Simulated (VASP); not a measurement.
HfO2:

```
Hf O
1.0
     3.60433    0.00000    0.00000
     0.00000    3.60433    0.00000
     0.00000    0.00000    5.26356
Hf O
2 4
Direct
  0.50000 0.50000 0.50000
  0.00000 0.00000 0.00000
  0.00000 0.50000 0.69329
  0.50000 0.00000 0.80671
  0.50000 0.00000 0.30671
  0.00000 0.50000 0.19329
```

Measurements of this composition are mostly on another form, of space group No. 14.

| Property | Result |
| --- | --- |
| Program | VASP 6.6.1 |
| Task | relaxation of cell and atoms |
| Functional | LDA |
| Potentials or basis | VASP PAW LDA potentials, release 64 (Hf_pv, O) |
| Cutoff | 600 eV |
| k mesh | 6 × 6 × 4 |
| Occupations | fermi-dirac, width 0.05 eV |
| Spin | no spin polarisation |

At the start: pressure -16.3 GPa; volume 11.40 Å³/atom.

Task: How do energy, volume and symmetry change on relaxing?

Result: Over 16 steps the energy falls by 46.7 meV/atom and the volume is 10.50 Å³/atom (-7.9 %); space group P4_2/nmc (No. 137, to 0.05 Å).

Step by step:
| step | energy change (eV) | largest force (eV/Å) | pressure (GPa) | volume (Å³) |
| --- | --- | --- | --- | --- |
| 1 | 0.0000 | 0.1506 | -16.31 | 68.38 |
| 2 | 0.4511 | 1.1333 | 36.86 | 57.53 |
| 3 | -0.2396 | 0.2561 | -0.76 | 64.11 |
| 4 | -0.2399 | 0.2697 | -0.21 | 63.99 |
| 5 | -0.2399 | 0.2787 | 0.13 | 63.90 |
| 6 | -0.2541 | 0.2406 | 0.22 | 63.67 |
| 7 | -0.2680 | 0.1594 | 0.72 | 63.09 |
| 8 | -0.2771 | 0.0624 | -0.47 | 63.20 |
| 9 | -0.2789 | 0.0047 | -1.17 | 63.27 |
| 10 | -0.2796 | 0.0108 | 0.88 | 62.78 |
| 11 | -0.2802 | 0.0095 | 0.00 | 62.98 |
| 12 | -0.2802 | 0.0081 | 0.04 | 62.96 |
| 13 | -0.2802 | 0.0077 | 0.08 | 62.95 |
| 14 | -0.2803 | 0.0028 | -0.08 | 62.98 |
| 15 | -0.2803 | 0.0060 | -0.05 | 62.97 |
| 16 | -0.2803 | 0.0043 | -0.04 | 62.97 |

Final structure:
```cif
data_structure
_symmetry_space_group_name_H-M 'P 1'
_symmetry_Int_Tables_number 1
_cell_length_a 3.5241
_cell_length_b 3.5241
_cell_length_c 5.0706
_cell_angle_alpha 90.000
_cell_angle_beta 90.000
_cell_angle_gamma 90.000
_cell_volume 62.97
loop_
_atom_site_label
_atom_site_type_symbol
_atom_site_fract_x
_atom_site_fract_y
_atom_site_fract_z
_atom_site_occupancy
Hf1 Hf 0.50000 0.50000 0.50000 1
Hf2 Hf 0.00000 0.00000 0.00000 1
O1 O 0.00000 0.50000 0.70594 1
O2 O 0.50000 0.00000 0.79406 1
O3 O 0.50000 0.00000 0.29406 1
O4 O 0.00000 0.50000 0.20594 1
```
